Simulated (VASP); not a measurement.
Method: optB88-vdW, VASP's PBE PAW potentials (set 64) (plane waves; VASP).

VASP input:

### INCAR
```
SYSTEM = As
PREC = Accurate
ENCUT = 520
EDIFF = 1E-6
NELM = 100
ALGO = Normal
LREAL = .FALSE.
LASPH = .TRUE.
ISMEAR = 1
SIGMA = 0.1
GGA = BO
PARAM1 = 0.1833333333
PARAM2 = 0.22
LUSE_VDW = .TRUE.
AGGAC = 0.0
LMAXMIX = 4
LWAVE = .FALSE.
LCHARG = .FALSE.
IBRION = 2
ISIF = 3
NSW = 60
EDIFFG = -0.01
```

File POSCAR:
```
As
1
    3.6803640000    -1.8800000000     0.0000000000
    3.6803640000     1.8800000000     0.0000000000
    2.7200240000     0.0000000000     3.1114220000
As
2
Direct
  0.2270000000   0.2270000000   0.2270000000
  0.7730000000   0.7730000000   0.7730000000
```

### KPOINTS
```
Regular mesh
0
gamma
11 11 11
```

POTCAR, in this order: As (PBE.64 set). Program: vasp_std.

The run wrote:

OSZICAR:
```
       N       E                     dE             d eps       ncg     rms          rms(c)
DAV:   1     0.357752121480E+02    0.35775E+02   -0.43878E+03  2628   0.927E+02
DAV:   2    -0.487696349605E+01   -0.40652E+02   -0.39337E+02  4025   0.126E+02
DAV:   3    -0.617251614391E+01   -0.12956E+01   -0.12933E+01  3057   0.273E+01
DAV:   4    -0.617944504226E+01   -0.69289E-02   -0.69273E-02  3300   0.209E+00
DAV:   5    -0.617946204544E+01   -0.17003E-04   -0.17003E-04  3011   0.959E-02    0.319E+00
DAV:   6    -0.616008630893E+01    0.19376E-01   -0.17534E-02  2886   0.932E-01    0.194E+00
DAV:   7    -0.615388698884E+01    0.61993E-02   -0.33801E-02  2891   0.133E+00    0.106E-01
DAV:   8    -0.615394952599E+01   -0.62537E-04   -0.90373E-04  2737   0.243E-01    0.397E-02
DAV:   9    -0.615398599718E+01   -0.36471E-04   -0.68177E-05  3044   0.751E-02    0.197E-02
DAV:  10    -0.615398718744E+01   -0.11903E-05   -0.43681E-06  2960   0.161E-02    0.554E-03
DAV:  11    -0.615398726785E+01   -0.80408E-07   -0.86166E-07  1670   0.926E-03
   1 F= -.61539873E+01 E0= -.61539671E+01  d E =-.615399E+01
       N       E                     dE             d eps       ncg     rms          rms(c)
DAV:   1    -0.628127022618E+01   -0.12728E+00   -0.35352E+00  2733   0.112E+01    0.149E+00
DAV:   2    -0.620347178631E+01    0.77798E-01   -0.92597E-02  2682   0.232E+00    0.863E-01
DAV:   3    -0.616949202711E+01    0.33980E-01   -0.92005E-02  2709   0.173E+00    0.157E-01
DAV:   4    -0.616937547617E+01    0.11655E-03   -0.86087E-04  2700   0.244E-01    0.986E-02
DAV:   5    -0.616931545817E+01    0.60018E-04   -0.12252E-04  3034   0.907E-02    0.290E-02
DAV:   6    -0.616931730364E+01   -0.18455E-05   -0.12778E-05  2712   0.274E-02    0.743E-03
DAV:   7    -0.616931781618E+01   -0.51254E-06   -0.53006E-07  1386   0.554E-03
   2 F= -.61693178E+01 E0= -.61692851E+01  d E =-.153305E-01
       N       E                     dE             d eps       ncg     rms          rms(c)
DAV:   1    -0.620955331579E+01   -0.40236E-01   -0.70349E-01  2732   0.521E+00    0.680E-01
DAV:   2    -0.619443860220E+01    0.15115E-01   -0.16916E-02  2697   0.984E-01    0.382E-01
DAV:   3    -0.618793780209E+01    0.65008E-02   -0.17166E-02  2704   0.750E-01    0.850E-02
DAV:   4    -0.618792074326E+01    0.17059E-04   -0.13292E-04  2709   0.100E-01    0.578E-02
DAV:   5    -0.618790851244E+01    0.12231E-04   -0.24063E-05  2967   0.412E-02    0.122E-02
DAV:   6    -0.618790842424E+01    0.88201E-07   -0.24090E-06  2572   0.121E-02
   3 F= -.61879084E+01 E0= -.61879016E+01  d E =-.339212E-01
       N       E                     dE             d eps       ncg     rms          rms(c)
DAV:   1    -0.618791336053E+01   -0.48481E-05   -0.46647E-04  2747   0.133E-01    0.172E-02
DAV:   2    -0.618790412068E+01    0.92398E-05   -0.11307E-05  2704   0.258E-02    0.981E-03
DAV:   3    -0.618790054277E+01    0.35779E-05   -0.11114E-05  2710   0.191E-02    0.202E-03
DAV:   4    -0.618790053090E+01    0.11870E-07   -0.86700E-08  1315   0.259E-03
   4 F= -.61879005E+01 E0= -.61878942E+01  d E =-.339133E-01
       N       E                     dE             d eps       ncg     rms          rms(c)
DAV:   1    -0.618878575572E+01   -0.88521E-03   -0.23368E-02  2771   0.956E-01    0.610E-02
DAV:   2    -0.618870599671E+01    0.79759E-04   -0.77555E-04  2834   0.200E-01    0.401E-02
DAV:   3    -0.618863105344E+01    0.74943E-04   -0.16523E-04  3056   0.755E-02    0.752E-03
DAV:   4    -0.618863016269E+01    0.89075E-06   -0.30485E-06  2980   0.128E-02
   5 F= -.61886302E+01 E0= -.61886435E+01  d E =-.729632E-03
       N       E                     dE             d eps       ncg     rms          rms(c)
DAV:   1    -0.618888030301E+01   -0.24925E-03   -0.13068E-02  2773   0.715E-01    0.454E-02
DAV:   2    -0.618883633437E+01    0.43969E-04   -0.43087E-04  2833   0.149E-01    0.297E-02
DAV:   3    -0.618879481599E+01    0.41518E-04   -0.91753E-05  3059   0.562E-02    0.565E-03
DAV:   4    -0.618879432511E+01    0.49088E-06   -0.16341E-06  2260   0.955E-03
   6 F= -.61887943E+01 E0= -.61888246E+01  d E =-.893794E-03
       N       E                     dE             d eps       ncg     rms          rms(c)
DAV:   1    -0.618901386358E+01   -0.21905E-03   -0.56451E-03  2647   0.431E-01    0.450E-02
DAV:   2    -0.618893299948E+01    0.80864E-04   -0.17329E-04  2740   0.921E-02    0.265E-02
DAV:   3    -0.618889796599E+01    0.35033E-04   -0.12121E-04  2777   0.629E-02    0.548E-03
DAV:   4    -0.618889787531E+01    0.90681E-07   -0.32040E-06  2718   0.141E-02
   7 F= -.61888979E+01 E0= -.61889201E+01  d E =-.103550E-03
       N       E                     dE             d eps       ncg     rms          rms(c)
DAV:   1    -0.618906861632E+01   -0.17065E-03   -0.65123E-03  2648   0.462E-01    0.482E-02
DAV:   2    -0.618897548846E+01    0.93128E-04   -0.20106E-04  2743   0.992E-02    0.284E-02
DAV:   3    -0.618893520968E+01    0.40279E-04   -0.14006E-04  2768   0.677E-02    0.599E-03
DAV:   4    -0.618893512084E+01    0.88835E-07   -0.37107E-06  2718   0.152E-02
   8 F= -.61889351E+01 E0= -.61889490E+01  d E =-.140796E-03
       N       E                     dE             d eps       ncg     rms          rms(c)
DAV:   1    -0.618899970344E+01   -0.64494E-04   -0.18036E-03  2650   0.250E-01    0.174E-02
DAV:   2    -0.618899735009E+01    0.23534E-05   -0.63891E-05  2696   0.583E-02    0.919E-03
DAV:   3    -0.618899486990E+01    0.24802E-05   -0.11995E-05  3128   0.208E-02    0.237E-03
DAV:   4    -0.618899496370E+01   -0.93802E-07   -0.74542E-07  1345   0.692E-03
   9 F= -.61889950E+01 E0= -.61890044E+01  d E =-.598429E-04
       N       E                     dE             d eps       ncg     rms          rms(c)
DAV:   1    -0.618916271259E+01   -0.16784E-03   -0.16178E-02  2649   0.747E-01    0.522E-02
DAV:   2    -0.618913674075E+01    0.25972E-04   -0.56522E-04  2693   0.173E-01    0.273E-02
DAV:   3    -0.618911210133E+01    0.24639E-04   -0.10915E-04  3125   0.624E-02    0.700E-03
DAV:   4    -0.618911278918E+01   -0.68784E-06   -0.69708E-06  2712   0.206E-02
  10 F= -.61891128E+01 E0= -.61891098E+01  d E =-.177668E-03
       N       E                     dE             d eps       ncg     rms          rms(c)
DAV:   1    -0.618928715398E+01   -0.17505E-03   -0.64868E-02  2649   0.149E+00    0.105E-01
DAV:   2    -0.618918144201E+01    0.10571E-03   -0.22777E-03  2695   0.348E-01    0.546E-02
DAV:   3    -0.618908110504E+01    0.10034E-03   -0.43949E-04  3123   0.125E-01    0.141E-02
DAV:   4    -0.618908382438E+01   -0.27193E-05   -0.27934E-05  2715   0.412E-02    0.780E-03
DAV:   5    -0.618908413067E+01   -0.30629E-06   -0.31408E-06  2686   0.133E-02
  11 F= -.61890841E+01 E0= -.61890700E+01  d E =-.149010E-03
       N       E                     dE             d eps       ncg     rms          rms(c)
DAV:   1    -0.618922582595E+01   -0.14200E-03   -0.24397E-02  2650   0.917E-01    0.641E-02
DAV:   2    -0.618918135357E+01    0.44472E-04   -0.84772E-04  2694   0.212E-01    0.335E-02
DAV:   3    -0.618914142605E+01    0.39928E-04   -0.16693E-04  3108   0.770E-02    0.849E-03
DAV:   4    -0.618914227066E+01   -0.84461E-06   -0.10649E-05  2707   0.253E-02    0.479E-03
DAV:   5    -0.618914215261E+01    0.11805E-06   -0.10778E-06  1369   0.784E-03
  12 F= -.61891422E+01 E0= -.61891325E+01  d E =-.207032E-03
```

File OUTCAR:
```
------------------------ aborting loop because EDIFF is reached ----------------------------------------
  FORCE on cell =-STRESS in cart. coord.  units (eV):
  Direction    XX          YY          ZZ          XY          YZ          ZX
  --------------------------------------------------------------------------------------
  Total        0.0053285      0.0049723      0.0050062      0.0000000      0.0000000      0.0001099
  in kB        0.1867456      0.1742613      0.1754506      0.0000000      0.0000000      0.0038532
  external PRESSURE =       0.1788192 kB  Pullay stress =       0.0000000 kB
  volume of cell :       45.72
      direct lattice vectors                 reciprocal lattice vectors
     3.764912955 -1.914923177  0.004994545     0.132960049 -0.261107080 -0.116729411
     3.764912955  1.914923177  0.004994545     0.132960049  0.261107080 -0.116729411
     2.786733522  0.000000000  3.174214809    -0.000418418  0.000000000  0.315405882
 POSITION                                       TOTAL-FORCE (eV/Angst)
 -----------------------------------------------------------------------------------
      2.34085      0.00000      0.72250        -0.000138     -0.000000     -0.000043
      7.97571      0.00000      2.46170         0.000138      0.000000      0.000043
 -----------------------------------------------------------------------------------
    total drift:                                0.000000     -0.000000      0.000000
  FREE ENERGIE OF THE ION-ELECTRON SYSTEM (eV)
  ---------------------------------------------------
  free  energy   TOTEN  =        -6.1891421526 eV

  energy  without entropy=       -6.1891131822  energy(sigma->0) =       -6.18913250

 reached required accuracy - stopping structural energy minimisation
```
(Selected blocks of OUTCAR.)

CONTCAR:
```
As
   1.00000000000000
     3.7649129550918148   -1.9149231771141955    0.0049945452504750
     3.7649129550918148    1.9149231771141955    0.0049945452504750
     2.7867335224336878    0.0000000000000000    3.1742148091628595
  As
     2
Direct
     0.2269025726878018    0.2269025726878018    0.2269025726789068
     0.7730974273121979    0.7730974273121979    0.7730974273210932
```

Energy and stress use the plane-wave basis of the starting cell.

The compound is As in the a7 structure. This run relaxes it. Symmetry was kept, so distortions that lower it aren't found.
